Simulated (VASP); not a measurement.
Given:

```
CELL_PARAMETERS angstrom
      5.03744     0.00000     0.00000
      0.00000     5.03744     0.00000
      0.00000     0.00000     3.44516
ATOMIC_POSITIONS crystal
  Pb 0.00000 0.00000 0.00000
  Pb 0.50000 0.50000 0.50000
  O  0.30743 0.30743 0.00000
  O  0.80743 0.19257 0.50000
  O  0.19257 0.80743 0.50000
  O  0.69257 0.69257 0.00000
```

All values below come from PBE GGA with D3 dispersion (zero damping), VASP's PBE PAW potentials (set 64) (plane waves; VASP). Numerical set-up: 520 eV cut-off, 5×5×7 Γ-centred mesh, tetrahedra with Blöchl corrections, potentials Pb_d O.

The cores are frozen, which limits the accuracy of field gradients.

**Question.** Give the principal components of the electric field gradient (V/Å²) and the asymmetry η at each nucleus.

**Answer.** 
```csv
atom,Vxx,Vyy,Vzz,η
Pb1,-110.6,-12.2,122.8,0.80
Pb2,-110.6,-12.2,122.8,0.80
O3,79.3,54.4,-133.7,0.19
O4,79.3,54.4,-133.7,0.19
O5,79.3,54.4,-133.7,0.19
O6,79.3,54.4,-133.7,0.19
```

The compound is PbO2 in the rutile structure. It was relaxed first.
